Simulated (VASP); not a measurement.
Crystal: Ti2SiTe2.

```
Ti Si Te
1.0
     4.41676    0.00000    0.00000
    -2.20838    3.82503    0.00000
     0.00000    0.00000    8.26983
Ti Si Te
2 1 2
Direct
  0.33333 0.66667 0.71230
  0.33333 0.66667 0.28770
  0.66667 0.33333 0.00000
  0.66667 0.33333 0.50000
  0.00000 0.00000 0.00000
```

The cell was built by a generator and needn't be a form met in nature.

* Program: VASP 6.6.1
* Task: relaxation of cell and atoms
* Functional: PBE
* Potentials or basis: VASP PAW PBE potentials, release 64 (Ti_sv, Si, Te)
* Cutoff: 520 eV
* k mesh: 4 × 4 × 2
* Occupations: gaussian, width 0.15 eV
* Spin: no spin polarisation

At the start: pressure -4.8 GPa; volume 27.94 Å³/atom.

Task: Where does the relaxation end?

Result: Over 17 steps the energy falls by 735.8 meV/atom and the volume is 21.99 Å³/atom (-21.3 %); space group P-6m2 (No. 187, to 0.05 Å).

Step by step:
| step | energy change (eV) | largest force (eV/Å) | pressure (GPa) | volume (Å³) |
| --- | --- | --- | --- | --- |
| 1 | 0.0000 | 0.2948 | -4.78 | 139.71 |
| 2 | -1.0440 | 0.3125 | -2.94 | 123.17 |
| 3 | -0.9530 | 3.2285 | 20.03 | 89.53 |
| 4 | -1.4221 | 1.4476 | 4.32 | 108.05 |
| 5 | -2.4815 | 1.5748 | 2.55 | 107.26 |
| 6 | 0.4137 | 0.7872 | 15.18 | 97.39 |
| 7 | -2.7877 | 2.0959 | 2.15 | 105.80 |
| 8 | -2.7946 | 1.9959 | 2.22 | 105.30 |
| 9 | -3.1462 | 0.9113 | -2.98 | 110.42 |
| 10 | -3.1639 | 0.9314 | -3.59 | 111.37 |
| 11 | -3.5773 | 0.6143 | 0.88 | 105.08 |
| 12 | -3.5968 | 0.3623 | 2.52 | 103.77 |
| 13 | -3.6662 | 0.0831 | 1.46 | 107.39 |
| 14 | -3.6630 | 0.2185 | 0.62 | 110.59 |
| 15 | -3.6726 | 0.0215 | 0.95 | 108.81 |
| 16 | -3.6737 | 0.0870 | -0.64 | 111.14 |
| 17 | -3.6789 | 0.0299 | -0.11 | 109.97 |

Final structure:
```xyz
5
Lattice="4.6194 0.0000 0.0000 -2.3097 4.0005 0.0000 0.0000 0.0000 5.9506" Properties=species:S:1:pos:R:3 pbc="T T T"
Ti    0.0000    2.6670    4.6872
Ti    0.0000    2.6670    1.2635
Si    2.3097    1.3335    0.0000
Te    2.3097    1.3335    2.9753
Te    0.0000    0.0000    0.0000
```

Caveat: the k mesh is coarse (spacing up to 0.41 Å⁻¹), so the values aren't converged; the volume moved by over 15 % at a fixed basis, so the end points are rough.
